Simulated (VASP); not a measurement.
**K (Potassium): how cutoff and mesh change the relaxed cell**

Aim: test the relaxed volume of K (Potassium) against cutoff and mesh. The starting structure is a measured crystal structure from the Crystallography Open Database. The first relaxation on each setting starts from this cell expanded by 3 % in volume.

Calculated with VASP 6.6.1; Kohn-Sham DFT with plane waves and PAW; PBEsol.

## (1) The starting structure

The structure is cubic, space group Im-3m (No. 229). The conventional cell has a = 5.236 Å, b = 5.236 Å, c = 5.236 Å, α = 90.00°, β = 90.00°, γ = 90.00°. Nearest to K lie 8 K at 4.53 Å.

As a file:

```xyz
1
Lattice="-2.6180 2.6180 2.6180 2.6180 -2.6180 2.6180 2.6180 2.6180 -2.6180" Properties=species:S:1:pos:R:3 pbc="T T T"
K     0.0000    0.0000    0.0000
```

## (2) Reference relaxation

This run starts from the cell of an earlier relaxation, which isn't shown; the restart sets up the plane waves anew.

Contents of INCAR:

```
SYSTEM = K
PREC = Accurate
ENCUT = 450
EDIFF = 1E-06
NELM = 100
ISMEAR = 1
SIGMA = 0.15
LREAL = .FALSE.
ALGO = Normal
GGA = PS
NBANDS = 10
LORBIT = 11
LWAVE = .FALSE.
LCHARG = .FALSE.
KPAR = 4
IBRION = 2
NSW = 50
ISIF = 3
EDIFFG = -0.006
```

Contents of POSCAR:

```
K
1.0
   -2.6063727912      2.6063727912      2.6063727912
    2.6063727912     -2.6063727912      2.6063727912
    2.6063727912      2.6063727912     -2.6063727912
K
1
Direct
    0.0000000000      0.0000000000      0.0000000000
```

Contents of KPOINTS:

```
Automatic mesh
0
Gamma
12 12 12
0 0 0
```

PAW data sets: K_sv (PBE family, release 64).

Launch:

```console
> mpirun -np 4 vasp_std
```

Output:

```text
[banner, memory and clock lines left out]
running    4 mpi-ranks, on    1 nodes
 distrk:  each k-point on    1 cores,    4 groups
 distr:  one band on    1 cores,    1 groups

 POSCAR found type information on POSCAR K
 POSCAR found :  1 types and       1 ions
|                                                                             |
|               ----> ADVICE to this user running VASP <----                  |
|                                                                             |
|     You enforced a specific xc type in the INCAR file but a different       |
|     [... a line on the potential file left out ...]
|     I HOPE YOU KNOW WHAT YOU ARE DOING!                                     |
|                                                                             |

 LDA part: xc-table for (Slater+PW92), standard interpolation
 POSCAR, INCAR and KPOINTS ok, starting setup
 FFT: planning ... GRIDC
 FFT: planning ... GRID_SOFT
 FFT: planning ... GRID
 WAVECAR not read
 entering main loop
       N       E                     dE             d eps       ncg     rms          rms(c)
DAV:   1     0.412147019169E+02    0.41215E+02   -0.33821E+03  1440   0.617E+02
DAV:   2     0.207140910381E+00   -0.41008E+02   -0.40653E+02  1562   0.182E+02
DAV:   3    -0.109106771556E+01   -0.12982E+01   -0.12921E+01  2256   0.256E+01
DAV:   4    -0.113412975454E+01   -0.43062E-01   -0.42891E-01  1922   0.372E+00
DAV:   5    -0.113480338217E+01   -0.67363E-03   -0.67356E-03  2140   0.405E-01    0.205E+00
DAV:   6    -0.113278578328E+01    0.20176E-02   -0.36859E-03  2128   0.411E-01    0.133E+00
DAV:   7    -0.113230977854E+01    0.47600E-03   -0.61609E-03  2064   0.496E-01    0.914E-02
DAV:   8    -0.113231834325E+01   -0.85647E-05   -0.48114E-04  1986   0.228E-01    0.304E-02
DAV:   9    -0.113233473926E+01   -0.16396E-04   -0.23013E-05  1966   0.418E-02    0.200E-02
DAV:  10    -0.113233303060E+01    0.17087E-05   -0.95354E-06  2134   0.236E-02    0.381E-03
DAV:  11    -0.113233271572E+01    0.31488E-06   -0.11872E-07  1016   0.315E-03
   1 F= -.11323327E+01 E0= -.11319315E+01  d E =-.113233E+01
 curvature:   0.00 expect dE= 0.000E+00 dE for cont linesearch  0.000E+00
 trial: gam= 0.00000 g(F)=  0.119E-62 g(S)=  0.247E-06 ort = 0.000E+00 (trialstep = 0.100E+01)
 search vector abs. value=  0.247E-06
 reached required accuracy - stopping structural energy minimisation
```

Wall time 3.6 s (4 MPI ranks of Intel Xeon 6975P-C (Granite Rapids), shared host); peak memory 0.73 GiB.

The logs omit lines about the potential files and the build; timing stands in the text.

Parts of OUTCAR (step 2):

```text
ion  position               nearest neighbor table
   1  0.000  0.000  0.000-

  LATTYP: Found a body centered cubic cell.
 ALAT       =     5.2127455824

 Subroutine GETGRP returns: Found 48 space group operations
 (whereof 48 operations were pure point group operations)

The static configuration has the point symmetry O_h .

 Found     72 irreducible k-points:

   k-points           NKPTS =     72   k-points in BZ     NKDIM =     72   number of bands    NBANDS=     10

   dimension x,y,z NGX =    32 NGY =   32 NGZ =   32
   dimension x,y,z NGXF=    64 NGYF=   64 NGZF=   64

   ENCUT  =  450.0 eV  33.07 Ry    5.75 a.u.   7.81  7.81  7.81*2*pi/ulx,y,z

   NELECT =       9.0000    total number of electrons

 k-points in reciprocal lattice and weights: Automatic mesh
   0.00000000  0.00000000  0.00000000       0.001
   0.08333333  0.00000000  0.00000000       0.007
   0.16666667  0.00000000  0.00000000       0.007
   0.25000000  0.00000000  0.00000000       0.007
   0.33333333  0.00000000  0.00000000       0.007
   0.41666667  0.00000000  0.00000000       0.007
   0.50000000  0.00000000  0.00000000       0.003
   0.08333333  0.08333333  0.00000000       0.014
   0.16666667  0.08333333  0.00000000       0.028
[...]
0.50000000  0.50000000  0.41666667       0.007
   0.50000000  0.50000000  0.50000000       0.001

 average (electrostatic) potential at core
       1 -39.2693

 E-fermi :  -0.1013

 k-point     1 :       0.0000    0.0000    0.0000
  band No.  band energies     occupation
      1     -32.0550      2.00000
      2     -15.5615      2.00000
      3     -15.5615      2.00000
      4     -15.5615      2.00000
      5      -2.2983      2.00000
      6       4.2469      0.00000
      7       4.2469      0.00000
      8       4.2469      0.00000
      9       5.1917      0.00000
     10       5.1917      0.00000

 k-point     2 :       0.0833    0.0000    0.0000
  band No.  band energies     occupation
      1     -32.0547      2.00000
      2     -15.5668      2.00000
      3     -15.5632      2.00000
      4     -15.5615      2.00000
      5      -2.2091      2.00000
      6       4.1161      0.00000
      7       4.1308      0.00000
      8       4.3192      0.00000
      9       5.0294      0.00000
     10       5.1683      0.00000

 k-point     3 :       0.1667    0.0000    0.0000
  band No.  band energies     occupation
      1     -32.0538      2.00000
      2     -15.5814      2.00000
      3     -15.5681      2.00000
      4     -15.5614      2.00000
      5      -1.9458      2.00000
      6       3.6093      0.00000
      7       3.8592      0.00000
      8       4.5339      0.00000
      9       4.9380      0.00000
     10       5.1327      0.00000

  Total       -0.0013051     -0.0013051     -0.0013051      0.0000000      0.0000000     -0.0000000
  in kB       -0.0295243     -0.0295243     -0.0295243      0.0000000      0.0000000     -0.0000000
  external PRESSURE =      -0.0295243 kB  Pullay stress =       0.0000000 kB

  energy-cutoff  :      450.00
  volume of cell :       70.82
      direct lattice vectors                 reciprocal lattice vectors
    -2.606372791  2.606372791  2.606372791     0.000000000  0.191837485  0.191837485
     2.606372791 -2.606372791  2.606372791     0.191837485  0.000000000  0.191837485
     2.606372791  2.606372791 -2.606372791     0.191837485  0.191837485  0.000000000

 POSITION                                       TOTAL-FORCE (eV/Angst)
 -----------------------------------------------------------------------------------
      0.00000      0.00000      0.00000         0.000000     -0.000000      0.000000
 -----------------------------------------------------------------------------------
    total drift:                                0.000000      0.000000     -0.000000

  FREE ENERGIE OF THE ION-ELECTRON SYSTEM (eV)
  ---------------------------------------------------
  free  energy   TOTEN  =        -1.1323327157 eV

  energy  without entropy=       -1.1311289524  energy(sigma->0) =       -1.13193146

 reached required accuracy - stopping structural energy minimisation

 total charge
# of ion       s       p       d       tot
------------------------------------------
    1        1.980   5.544   0.005   7.529

[... 3 further parts left out ...]
```

This run has no spin polarisation. Its electron count is odd, so without a moment it is a metal by construction. The PAW data sets were made with PBE, which is usual practice but a small mismatch for other functionals. The run keeps the 48 symmetry operations of its start, so it cannot find a distortion of lower symmetry.

The reference relaxation ends at 70.822 Å³ an atom. Pressures at 0.985 and 1.015 times this volume, from two more relaxations that aren't shown, give a bulk modulus of 3.7 GPa.

## (3) Relaxation with a cutoff of 260 eV

Against step 2 the input has ENCUT = 260. This run starts from the cell of an earlier relaxation, which isn't shown; the restart sets up the plane waves anew.

Changes to INCAR since step 2:

```diff
@@ -2,3 +2,3 @@
 PREC = Accurate
-ENCUT = 450
+ENCUT = 260
 EDIFF = 1E-06
```

Contents of POSCAR:

```
K
1.0
   -2.5838856535      2.5838856535      2.5838856535
    2.5838856535     -2.5838856535      2.5838856535
    2.5838856535      2.5838856535     -2.5838856535
K
1
Direct
    0.0000000000      0.0000000000      0.0000000000
```

KPOINTS is that of step 2.

Launch:

```console
> mpirun -np 4 vasp_std
```

Output:

```text
[banner, memory and clock lines left out]
running    4 mpi-ranks, on    1 nodes
[...]
[... a notice as in an earlier step ...]

 LDA part: xc-table for (Slater+PW92), standard interpolation
 POSCAR, INCAR and KPOINTS ok, starting setup
[...]
entering main loop
       N       E                     dE             d eps       ncg     rms          rms(c)
DAV:   1     0.222919045124E+02    0.22292E+02   -0.26755E+03  1552   0.410E+02
DAV:   2    -0.567222973712E+00   -0.22859E+02   -0.22649E+02  1582   0.133E+02
DAV:   3    -0.112853372597E+01   -0.56131E+00   -0.55782E+00  2200   0.153E+01
DAV:   4    -0.113814495162E+01   -0.96112E-02   -0.96066E-02  1860   0.192E+00
[...]
DAV:   8    -0.113599538362E+01   -0.21024E-04   -0.51777E-04  1914   0.217E-01    0.251E-02
DAV:   9    -0.113600667912E+01   -0.11295E-04   -0.21174E-05  1964   0.294E-02    0.118E-02
DAV:  10    -0.113600707908E+01   -0.39996E-06   -0.31673E-06  2154   0.120E-02
   1 F= -.11360071E+01 E0= -.11356065E+01  d E =-.113601E+01
[...]
reached required accuracy - stopping structural energy minimisation
```

The job ended after 2.2 s (4 MPI ranks; peak memory 0.51 GiB; 6.2 s of CPU time).

Parts of OUTCAR (step 3):

```text
  Total        0.0055256      0.0055256      0.0055256      0.0000000      0.0000000      0.0000000
  in kB        0.1282963      0.1282963      0.1282963      0.0000000      0.0000000      0.0000000
  external PRESSURE =       0.1282963 kB  Pullay stress =       0.0000000 kB

 POSITION                                       TOTAL-FORCE (eV/Angst)
 -----------------------------------------------------------------------------------
      0.00000      0.00000      0.00000        -0.000000      0.000000      0.000000
 -----------------------------------------------------------------------------------
    total drift:                                0.000000      0.000000     -0.000000

  FREE ENERGIE OF THE ION-ELECTRON SYSTEM (eV)
  ---------------------------------------------------
  free  energy   TOTEN  =        -1.1360070791 eV

  energy  without entropy=       -1.1348053002  energy(sigma->0) =       -1.13560649

[... 2 parts as in an earlier step ...]

[... 2 further parts left out ...]
[key lines of the parts left out:]
E-fermi :  -0.0444
```

With a cutoff of 260 eV the cell ends at 69.005 Å³ an atom, -2.57 % from the reference; the bulk modulus is 4.1 GPa against 3.7 GPa.

## (4) Relaxation with a 7×7×7 mesh

Against step 2 the input has a 7×7×7 mesh. This run starts from the cell of an earlier relaxation, which isn't shown; the restart sets up the plane waves anew.

Changes to INCAR since step 3:

```diff
@@ -2,3 +2,3 @@
 PREC = Accurate
-ENCUT = 260
+ENCUT = 450
 EDIFF = 1E-06
```

Contents of POSCAR:

```
K
1.0
   -2.6068621078      2.6068621078      2.6068621078
    2.6068621078     -2.6068621078      2.6068621078
    2.6068621078      2.6068621078     -2.6068621078
K
1
Direct
    0.0000000000      0.0000000000      0.0000000000
```

Contents of KPOINTS:

```
Automatic mesh
0
Gamma
7 7 7
0 0 0
```

Launch:

```console
> mpirun -np 4 vasp_std
```

Output:

```text
[... set-up lines as in an earlier step ...]
 entering main loop
       N       E                     dE             d eps       ncg     rms          rms(c)
DAV:   1     0.371086739737E+02    0.37109E+02   -0.35979E+03   400   0.635E+02
DAV:   2     0.394600104236E-01   -0.37069E+02   -0.36796E+02   436   0.178E+02
DAV:   3    -0.108831033063E+01   -0.11278E+01   -0.11259E+01   616   0.246E+01
DAV:   4    -0.113664569649E+01   -0.48335E-01   -0.48315E-01   540   0.385E+00
[...]
DAV:   9    -0.113485510303E+01   -0.15531E-04   -0.21326E-05   536   0.395E-02    0.219E-02
DAV:  10    -0.113485369506E+01    0.14080E-05   -0.98631E-06   586   0.236E-02    0.400E-03
DAV:  11    -0.113485341526E+01    0.27980E-06   -0.11880E-07   280   0.330E-03
   1 F= -.11348534E+01 E0= -.11345744E+01  d E =-.113485E+01
[...]
reached required accuracy - stopping structural energy minimisation
```

The job ended after 2.2 s (4 MPI ranks; peak memory 0.64 GiB; 6.5 s of CPU time).

From OUTCAR (step 4):

```text
  Total       -0.0057254     -0.0057254     -0.0057254     -0.0000000      0.0000000     -0.0000000
  in kB       -0.1294500     -0.1294500     -0.1294500     -0.0000000      0.0000000     -0.0000000
  external PRESSURE =      -0.1294500 kB  Pullay stress =       0.0000000 kB

  FREE ENERGIE OF THE ION-ELECTRON SYSTEM (eV)
  ---------------------------------------------------
  free  energy   TOTEN  =        -1.1348534153 eV

  energy  without entropy=       -1.1340164275  energy(sigma->0) =       -1.13457442

[... 2 parts as in an earlier step ...]

[... 3 further parts left out ...]
[key lines of the parts left out:]
E-fermi :  -0.0988
```

With a 7×7×7 mesh the cell ends at 70.862 Å³ an atom, +0.06 % from the reference; the bulk modulus is 3.7 GPa against 3.7 GPa.

## (5) Relaxation with a cutoff of 600 eV

Against step 2 the input has ENCUT = 600. This run starts from the cell of an earlier relaxation, which isn't shown; the restart sets up the plane waves anew.

Changes to INCAR since step 4:

```diff
@@ -2,3 +2,3 @@
 PREC = Accurate
-ENCUT = 450
+ENCUT = 600
 EDIFF = 1E-06
```

Contents of POSCAR:

```
K
1.0
   -2.6086609850      2.6086609850      2.6086609850
    2.6086609850     -2.6086609850      2.6086609850
    2.6086609850      2.6086609850     -2.6086609850
K
1
Direct
    0.0000000000      0.0000000000      0.0000000000
```

Contents of KPOINTS:

```
Automatic mesh
0
Gamma
12 12 12
0 0 0
```

Launch:

```console
> mpirun -np 4 vasp_std
```

Output:

```text
[... set-up lines as in an earlier step ...]
 entering main loop
       N       E                     dE             d eps       ncg     rms          rms(c)
DAV:   1     0.521038571863E+02    0.52104E+02   -0.38021E+03  1440   0.768E+02
DAV:   2     0.680106995707E+00   -0.51424E+02   -0.50561E+02  1522   0.205E+02
DAV:   3    -0.107325948172E+01   -0.17534E+01   -0.17476E+01  2210   0.308E+01
DAV:   4    -0.113345062148E+01   -0.60191E-01   -0.59883E-01  2006   0.447E+00
[...]
DAV:   9    -0.113240233060E+01   -0.16582E-04   -0.21214E-05  1880   0.416E-02    0.168E-02
DAV:  10    -0.113240077737E+01    0.15532E-05   -0.72570E-06  2150   0.214E-02    0.331E-03
DAV:  11    -0.113240046091E+01    0.31646E-06   -0.10916E-07  1044   0.312E-03
   1 F= -.11324005E+01 E0= -.11319991E+01  d E =-.113240E+01
[...]
reached required accuracy - stopping structural energy minimisation
```

The job ended after 6.4 s (4 MPI ranks; peak memory 0.91 GiB).

OUTCAR, selected parts (step 5):

```text
  Total       -0.0025577     -0.0025577     -0.0025577      0.0000000     -0.0000000      0.0000000
  in kB       -0.0577101     -0.0577101     -0.0577101      0.0000000     -0.0000000      0.0000000
  external PRESSURE =      -0.0577101 kB  Pullay stress =       0.0000000 kB

 POSITION                                       TOTAL-FORCE (eV/Angst)
 -----------------------------------------------------------------------------------
      0.00000      0.00000      0.00000         0.000000     -0.000000      0.000000
 -----------------------------------------------------------------------------------
    total drift:                               -0.000000      0.000000      0.000000

  FREE ENERGIE OF THE ION-ELECTRON SYSTEM (eV)
  ---------------------------------------------------
  free  energy   TOTEN  =        -1.1324004609 eV

  energy  without entropy=       -1.1311963706  energy(sigma->0) =       -1.13199910

[... 2 parts as in an earlier step ...]

[... 2 further parts left out ...]
[key lines of the parts left out:]
E-fermi :  -0.1071
```

With a cutoff of 600 eV the cell ends at 71.009 Å³ an atom, +0.26 % from the reference; the bulk modulus is 3.7 GPa against 3.7 GPa.

## (6) Relaxation with an 18×18×18 mesh

Against step 2 the input has an 18×18×18 mesh. This run starts from the cell of an earlier relaxation, which isn't shown; the restart sets up the plane waves anew.

Changes to INCAR since step 5:

```diff
@@ -2,3 +2,3 @@
 PREC = Accurate
-ENCUT = 600
+ENCUT = 450
 EDIFF = 1E-06
```

Contents of POSCAR:

```
K
1.0
   -2.6057926541      2.6057926541      2.6057926541
    2.6057926541     -2.6057926541      2.6057926541
    2.6057926541      2.6057926541     -2.6057926541
K
1
Direct
    0.0000000000      0.0000000000      0.0000000000
```

Contents of KPOINTS:

```
Automatic mesh
0
Gamma
18 18 18
0 0 0
```

Launch:

```console
> mpirun -np 4 vasp_std
```

Output:

```text
[... set-up lines as in an earlier step ...]
 entering main loop
       N       E                     dE             d eps       ncg     rms          rms(c)
DAV:   1     0.406105968548E+02    0.40611E+02   -0.33607E+03  3908   0.617E+02
DAV:   2     0.140038044867E+00   -0.40471E+02   -0.39966E+02  4190   0.180E+02
DAV:   3    -0.109251395804E+01   -0.12326E+01   -0.12256E+01  6064   0.252E+01
DAV:   4    -0.113485066832E+01   -0.42337E-01   -0.42228E-01  5324   0.377E+00
[...]
DAV:   9    -0.113347351764E+01   -0.16295E-04   -0.22899E-05  5308   0.411E-02    0.180E-02
DAV:  10    -0.113347203173E+01    0.14859E-05   -0.86942E-06  5864   0.225E-02    0.365E-03
DAV:  11    -0.113347171605E+01    0.31568E-06   -0.11320E-07  2816   0.307E-03
   1 F= -.11334717E+01 E0= -.11335354E+01  d E =-.113347E+01
[...]
reached required accuracy - stopping structural energy minimisation
```

Elapsed: 7.4 s, on 4 MPI ranks; peak memory 0.94 GiB; 27 s of CPU time.

Parts of OUTCAR (step 6):

```text
  Total       -0.0015883     -0.0015883     -0.0015883     -0.0000000     -0.0000000      0.0000000
  in kB       -0.0359556     -0.0359556     -0.0359556     -0.0000000     -0.0000000      0.0000000
  external PRESSURE =      -0.0359556 kB  Pullay stress =       0.0000000 kB

 POSITION                                       TOTAL-FORCE (eV/Angst)
 -----------------------------------------------------------------------------------
      0.00000      0.00000      0.00000        -0.000000      0.000000     -0.000000
 -----------------------------------------------------------------------------------
    total drift:                                0.000000      0.000000     -0.000000

  FREE ENERGIE OF THE ION-ELECTRON SYSTEM (eV)
  ---------------------------------------------------
  free  energy   TOTEN  =        -1.1334717160 eV

  energy  without entropy=       -1.1336626731  energy(sigma->0) =       -1.13353537

[... 1 part as in an earlier step ...]

[... 3 further parts left out ...]
[key lines of the parts left out:]
E-fermi :  -0.0772
```

With an 18×18×18 mesh the cell ends at 70.775 Å³ an atom, -0.07 % from the reference; the bulk modulus is 3.7 GPa against 3.7 GPa.

## (7) All runs side by side

```tsv
run	volume (Å³/atom)	change (%)	bulk modulus (GPa)	pressure left (GPa)	core minutes
reference	70.822	-	3.7	0.0	1.12
a cutoff of 260 eV	69.005	-2.57	4.1	0.01	0.56
a 7×7×7 mesh	70.862	0.06	3.7	-0.01	0.453
a cutoff of 600 eV	71.009	0.26	3.7	-0.01	1.96
an 18×18×18 mesh	70.775	-0.07	3.7	0.0	2.36
```

Core minutes are wall time times ranks, summed over the relaxations behind a row (those for a bulk modulus apart), on shared hosts.

## (8) Outcome

```json
{"volume of the reference": "70.82 Å³/atom", "volume against the reference, a cutoff of 260 eV": "-2.57 %", "volume against the reference, a 7×7×7 mesh": "+0.06 %", "volume against the reference, a cutoff of 600 eV": "+0.26 %", "volume against the reference, an 18×18×18 mesh": "-0.07 %"}
```

In words: The volume moves most with a cutoff of 260 eV: -2.57 % against the reference (450 eV, 12×12×12 mesh). On finer settings it changes by +0.26 % with a cutoff of 600 eV and -0.07 % with an 18×18×18 mesh. A cell that shrinks at the lower cutoff is the usual mark of Pulay stress, the error that a plane-wave basis makes when it is kept while the volume changes. The bulk modulus is more sensitive: it changes by +8.7 % with a cutoff of 260 eV. Further runs on this material are not shown.

[Lines on the potential files, build, host, timing and source positions are cut from VASP's logs without a mark.]

[Logs are printed without paths, hosts, clocks, repeated set-up lines and the standing remarks that a program may print on its own settings, such as how far it seeks lower states.]

[Hosts, paths, dates, database ids (printed as entryN), source tags and the programs' standing remarks are cut or masked in the printed files.]
